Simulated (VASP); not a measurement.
Computed with PBEsol GGA, VASP's PBE PAW potentials (set 64) (plane waves; VASP). Each cell was relaxed at this level.

Without a dispersion term in the relaxation, distances and binding between the weakly bound layers, chains or molecules are unreliable, and so is what depends on them.

Q: Which of these has an unstable (imaginary) mode at Γ?
(A) WO3, Pm-3m (221)
(B) Mg3ZnO4, Pm-3m (221)
(C) SiSe2, Ibam (72)
(D) CaGe2, P-3m1 (164)

A: A, WO3, Pm-3m (221). Its optical Γ-point modes are 250i (×3), 230 (×3), 583 (×3) cm⁻¹.
